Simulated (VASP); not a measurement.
These are PBE GGA, VASP's PBE PAW potentials (set 64) (plane waves; VASP) values and carry that method's errors.

Input for VASP

### POSCAR
```
NiSi2
1
    0.0000000000     2.7050000000     2.7050000000
    2.7050000000     0.0000000000     2.7050000000
    2.7050000000     2.7050000000     0.0000000000
Si Ni
2 1
Direct
  0.2500000000   0.2500000000   0.2500000000
  0.7500000000   0.7500000000   0.7500000000
  0.0000000000   0.0000000000   0.0000000000
```

INCAR:
```
LWAVE = .FALSE.
LREAL = .FALSE.
PREC = Accurate
ISMEAR = 1   # Methfessel-Paxton
ISIF = 2   # forces and stress, cell fixed
EDIFF = 1E-6   # SCF stop (eV)
NELM = 100   # most electronic steps
LMAXMIX = 4
SIGMA = 0.1
LCHARG = .FALSE.
ALGO = Normal   # blocked Davidson
ENCUT = 400
SYSTEM = NiSi2
LASPH = .TRUE.   # aspherical one-centre terms
GGA = PE   # PBE
```

### KPOINTS
```
Automatic mesh
0
gamma
7 7 7
```

POTCAR, in this order: Si Ni (PBE.64 set). Program: vasp_std.

The run wrote:

OUTCAR:
```
 ion  position               nearest neighbor table
   1  0.250  0.250  0.250-   3 2.34   3 2.34   3 2.34   3 2.34   2 2.71   2 2.71   2 2.71   2 2.71
                             2 2.71   2 2.71
   2  0.750  0.750  0.750-   3 2.34   3 2.34   3 2.34   3 2.34   1 2.71   1 2.71   1 2.71   1 2.71
                             1 2.71   1 2.71
   3  0.000  0.000  0.000-   2 2.34   2 2.34   2 2.34   1 2.34   2 2.34   1 2.34   1 2.34   1 2.34
  LATTYP: Found a face centered cubic cell.
 ALAT       =     5.4100000000
 Subroutine PRICEL returns:
 Original cell was already a primitive cell.
 Subroutine GETGRP returns: Found 48 space group operations
The static configuration has the point symmetry O_h .
The dynamic configuration has the point symmetry O_h .
 Subroutine INISYM returns: Found 48 space group operations
 Subroutine IBZKPT returns following result:
 Found     20 irreducible k-points:

 Following reciprocal coordinates:
            Coordinates               Weight
  0.000000  0.000000  0.000000      1.000000
  0.142857  0.000000  0.000000      8.000000
  0.285714  0.000000  0.000000      8.000000
  0.428571  0.000000  0.000000      8.000000
  0.142857  0.142857  0.000000      6.000000
  0.285714  0.142857  0.000000     24.000000
  0.428571  0.142857  0.000000     24.000000
 -0.428571  0.142857  0.000000     24.000000
 -0.285714  0.142857  0.000000     24.000000
 -0.142857  0.142857  0.000000     12.000000
  0.285714  0.285714  0.000000      6.000000
  0.428571  0.285714  0.000000     24.000000
 -0.428571  0.285714  0.000000     24.000000
 -0.285714  0.285714  0.000000     12.000000
  0.428571  0.428571  0.000000      6.000000
 -0.428571  0.428571  0.000000     12.000000
  0.428571  0.285714  0.142857     24.000000
 -0.428571  0.285714  0.142857     48.000000
 -0.428571  0.428571  0.142857     24.000000
 -0.285714  0.428571  0.142857     24.000000
   k-points           NKPTS =     20   k-points in BZ     NKDIM =     20   number of bands    NBANDS=     13
   number of dos      NEDOS =    301   number of ions     NIONS =      3
   total plane-waves  NPLWV =  21952
   dimension x,y,z NGX =    28 NGY =   28 NGZ =   28
   dimension x,y,z NGXF=    56 NGYF=   56 NGZF=   56
   ions per type =               2   1
   PREC   = accura    normal or accurate (medium, high low for compatibility)
   ISTART =      0    job   : 0-new  1-cont  2-samecut
   ICHARG =      2    charge: 1-file 2-atom 10-const
   ISPIN  =      1    spin polarized calculation?
   LNONCOLLINEAR =      F non collinear calculations
   LSORBIT =      F    spin-orbit coupling
   INIWAV =      1    electr: 0-lowe 1-rand  2-diag
   ENCUT  =  400.0 eV  29.40 Ry    5.42 a.u.   6.24  6.24  6.24*2*pi/ulx,y,z
   NELM   =    100;   NELMIN=  2; NELMDL= -5     # of ELM steps
   EDIFF  = 0.1E-05   stopping-criterion for ELM
   LREAL  =      F    real-space projection
   NLSPLINE    = F    spline interpolate recip. space projectors
   LMAXMIX     =    4 max onsite mixed and CHGCAR
   VOSKOWN=      0    Vosko Wilk Nusair interpolation
   EDIFFG = 0.1E-04   stopping-criterion for IOM
   NSW    =      0    number of steps for IOM
   NBLOCK =      1;   KBLOCK =      1    inner block; outer block
   IBRION =     -1    ionic relax: 0-MD 1-quasi-New 2-CG
   NFREE  =      0    steps in history (QN), initial steepest desc. (CG)
   ISIF   =      2    stress and relaxation
   ISYM   =      2    0-nonsym 1-usesym 2-fastsym
   TEIN   =    0.0    initial temperature
   TEBEG  =    0.0;   TEEND  =   0.0 temperature during run
   SMASS  =  -3.00    Nose mass-parameter (am)
   PSTRESS=    0.0 pullay stress
   NELECT =      18.0000    total number of electrons
   EFERMI =   0.00;   METHOD = LEGACY
   ISMEAR =     1;   SIGMA  =   0.10  broadening in eV -4-tet -1-fermi 0-gaus
   IALGO  =     38    algorithm
   LDIAG  =      T    sub-space diagonalisation (order eigenvalues)
...
```

OSZICAR:
```
       N       E                     dE             d eps       ncg     rms          rms(c)
DAV:   1     0.572684465424E+02    0.57268E+02   -0.66738E+03   544   0.114E+03
DAV:   2    -0.159948744320E+02   -0.73263E+02   -0.68325E+02   530   0.224E+02
DAV:   3    -0.193271894340E+02   -0.33323E+01   -0.32623E+01   683   0.526E+01
DAV:   4    -0.193898794393E+02   -0.62690E-01   -0.62506E-01   623   0.709E+00
DAV:   5    -0.193917359695E+02   -0.18565E-02   -0.18561E-02   691   0.121E+00    0.164E+01
DAV:   6    -0.240516292261E+02   -0.46599E+01   -0.53237E+01   573   0.182E+02    0.251E+01
DAV:   7    -0.174825526021E+02    0.65691E+01   -0.15971E+01   615   0.114E+02    0.393E+00
DAV:   8    -0.174188385977E+02    0.63714E-01   -0.21620E+00   752   0.247E+01    0.249E+00
DAV:   9    -0.173774142736E+02    0.41424E-01   -0.22770E-01   644   0.936E+00    0.520E-01
DAV:  10    -0.173772977475E+02    0.11653E-03   -0.54645E-03   694   0.873E-01    0.299E-01
DAV:  11    -0.173773686294E+02   -0.70882E-04   -0.71789E-04   623   0.347E-01    0.328E-02
DAV:  12    -0.173774001499E+02   -0.31521E-04   -0.49534E-05   661   0.932E-02    0.225E-02
DAV:  13    -0.173774015660E+02   -0.14161E-05   -0.30833E-05   623   0.117E-01    0.107E-02
DAV:  14    -0.173774019064E+02   -0.34044E-06   -0.17092E-06   457   0.187E-02
   1 F= -.17377402E+02 E0= -.17376698E+02  d E =-.211056E-02
```

File OUTCAR:
```
------------------------ aborting loop because EDIFF is reached ----------------------------------------
  FORCE on cell =-STRESS in cart. coord.  units (eV):
  Direction    XX          YY          ZZ          XY          YZ          ZX
  --------------------------------------------------------------------------------------
  Total        0.5863860      0.5863860      0.5863860      0.0000000      0.0000000      0.0000000
  in kB       23.7335322     23.7335322     23.7335322      0.0000000      0.0000000      0.0000000
  external PRESSURE =      23.7335322 kB  Pullay stress =       0.0000000 kB
  volume of cell :       39.59
      direct lattice vectors                 reciprocal lattice vectors
     0.000000000  2.705000000  2.705000000    -0.184842884  0.184842884  0.184842884
     2.705000000  0.000000000  2.705000000     0.184842884 -0.184842884  0.184842884
     2.705000000  2.705000000  0.000000000     0.184842884  0.184842884 -0.184842884
 POSITION                                       TOTAL-FORCE (eV/Angst)
 -----------------------------------------------------------------------------------
      1.35250      1.35250      1.35250        -0.000000     -0.000000     -0.000000
      4.05750      4.05750      4.05750         0.000000      0.000000      0.000000
      0.00000      0.00000      0.00000         0.000000     -0.000000      0.000000
 -----------------------------------------------------------------------------------
    total drift:                               -0.000000     -0.000000      0.000000
  FREE ENERGIE OF THE ION-ELECTRON SYSTEM (eV)
  ---------------------------------------------------
  free  energy   TOTEN  =       -17.3774019064 eV

  energy  without entropy=      -17.3752913468  energy(sigma->0) =      -17.37669839
```
(Selected blocks of OUTCAR.)

The compound is NiSi2 in the fluorite structure. The cell was not relaxed at this level. The run is not spin-polarised, so no magnetic state was tried.
